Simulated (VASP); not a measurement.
Here is the system:

```xyz
5
Lattice="3.9960 0.0000 0.0000 0.0000 3.9960 0.0000 0.0000 0.0000 3.9960" Properties=species:S:1:pos:R:3 pbc="T T T"
K      0.0000     0.0000     0.0000
Ta     1.9980     1.9980     1.9980
O      1.9980     0.0000     1.9980
O      0.0000     1.9980     1.9980
O      1.9980     1.9980     0.0000
```

These are r2SCAN meta-GGA, VASP's PBE PAW potentials (set 64) (plane waves; VASP) values and carry that method's errors. Numerical set-up: 520 eV cut-off, 6×6×6 Γ-centred mesh, tetrahedra with Blöchl corrections, potentials K_sv Ta_pv O.

Unless said otherwise, spin-orbit coupling is left out, though it shifts the bands of the heavy elements here.

Predict the energy per atom (σ→0), band gap (over mesh and band path) with the smallest direct gap where there is one.

```json
{
  "band gap (over mesh and band path)": "2.58 eV",
  "smallest direct gap (over mesh and band path)": "3.24 eV",
  "energy per atom (σ→0)": "-17.433 eV/atom"
}
```

The compound is KTaO3 in the cubic perovskite structure. It was relaxed first.
